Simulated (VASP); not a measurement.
Data:

```xyz
5
Lattice="3.9542 0.0000 0.0000 0.0000 3.9542 0.0000 0.0000 0.0000 3.9880" Properties=species:S:1:pos:R:3 pbc="T T T"
Ba     0.0000     0.0000     0.0003
Ti     1.9771     1.9771     2.0500
O      1.9771     1.9771     3.9066
O      3.9542     1.9771     1.9347
O      1.9771     0.0000     1.9347
```

Method: PBE GGA, VASP's PBE PAW potentials (set 64) (plane waves; VASP). Settings: 620 eV cut-off, 6×6×6 Γ-centred mesh, Gaussian smearing of 0.050 eV, potentials Ba_sv Ti_sv O.

Energy and stress use the plane-wave basis of the starting cell.

Q: The ions, cell shape and volume at an external pressure of 20.0 GPa are relaxed. Predict the relaxed structure.

A: 
```xyz
5
Lattice="3.9003 0.0000 0.0000 0.0000 3.9003 0.0000 0.0000 0.0000 3.9045" Properties=species:S:1:pos:R:3 pbc="T T T"
Ba     0.0000     3.9003     3.8799
Ti     1.9501     1.9501     1.9398
O      1.9501     1.9501     3.8683
O      0.0000     1.9501     1.9187
O      1.9501     0.0000     1.9187
```
Space group Pm-3m (221), at a tolerance of 0.03 Å.

Q: How do energy and volume change from the first to the last step?

A: The energy (σ→0) changes by +53.2 meV/atom and the volume by -4.7 %, in 13 ionic steps.

The compound is BaTiO3 in the tetragonal perovskite structure. This run relaxes it under an external pressure of 20 GPa. Symmetry was kept, so distortions that lower it aren't found.
